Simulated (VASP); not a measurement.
```
Bi2SeTe2
1.0
    2.15967     1.24689    10.57922
   -2.15967     1.24689    10.57922
    0.00000    -2.49378    10.57922
Bi Te Se
2 2 1
Direct
  0.60828   0.60828   0.60828
  0.39172   0.39172   0.39172
  0.21960   0.21960   0.21960
  0.78040   0.78040   0.78040
  0.00000   0.00000   0.00000
```

Method: LDA (Ceperley-Alder, Perdew-Zunger), VASP's LDA PAW potentials (set 64) (plane waves; VASP). Run with 300 eV cut-off, 4×4×4 Γ-centred mesh, Fermi-Dirac smearing of 0.050 eV, potentials Bi_d Te Se.

At this cut-off the stress carries a Pulay error, which pulls relaxed volumes low.

Q: Give the force on each atom (eV/Å).

A: 
```json
[
 {"atom": "Bi1", "Fx": "0.000", "Fy": "0.000", "Fz": "-0.010"},
 {"atom": "Bi2", "Fx": "0.000", "Fy": "0.000", "Fz": "0.010"},
 {"atom": "Te3", "Fx": "0.000", "Fy": "0.000", "Fz": "0.130"},
 {"atom": "Te4", "Fx": "0.000", "Fy": "0.000", "Fz": "-0.130"},
 {"atom": "Se5", "Fx": "0.000", "Fy": "0.000", "Fz": "0.000"}
]
```

Q: Give the stress tensor in GPa (positive for a compressed cell).

A: 
```
-2.56   0.00   0.00
 0.00  -2.56   0.00
 0.00   0.00  -3.01
```
The pressure is its mean diagonal, -2.71 GPa.

The structure comes from a computed database's Bi2Te2Se entry; how it stands against other phases isn't given here. The cell was not relaxed at this level. The k-mesh is coarse (spacing up to 0.42 per Å, 2π included), so the numbers may not be converged in it.
